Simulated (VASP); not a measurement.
Here is the system:

```
CELL_PARAMETERS angstrom
      2.71352     0.00000     0.00000
      0.00000     4.43116     0.00000
      0.00000     0.00000    23.87466
ATOMIC_POSITIONS crystal
  Mo 0.50000 0.50000 0.33926
  Mo 0.83333 0.00000 0.39284
  Mo 0.16667 0.50000 0.44642
  Mo 0.50000 0.00000 0.50000
  Mo 0.83333 0.50000 0.55358
  Mo 0.16667 0.00000 0.60716
  Mo 0.50000 0.50000 0.66073
```

All values below come from PBEsol GGA, VASP's PBE PAW potentials (set 64) (plane waves; VASP). Settings: PREC = Normal, EDIFF = 1E-5, 400 eV cut-off, 10×6×1 Γ-centred mesh, first-order Methfessel-Paxton smearing of 0.10 eV, potentials Mo_sv.

The ions are relaxed. Give the cell that the relaxation ends in.

```
CELL_PARAMETERS angstrom
      2.71352     0.00000     0.00000
      0.00000     4.43116     0.00000
      0.00000     0.00000    23.87466
ATOMIC_POSITIONS crystal
  Mo 0.48024 0.50000 0.34727
  Mo 0.83111 0.00000 0.39235
  Mo 0.18023 0.50000 0.44545
  Mo 0.50000 0.00000 0.50000
  Mo 0.81977 0.50000 0.55455
  Mo 0.16889 0.00000 0.60765
  Mo 0.51976 0.50000 0.65273
```

How much energy does the relaxation gain?

The energy (σ→0) changes by -66.6 meV/atom, in 14 ionic steps.

The cell is a thin slab with vacuum, built from Mo (bcc): (211) face.
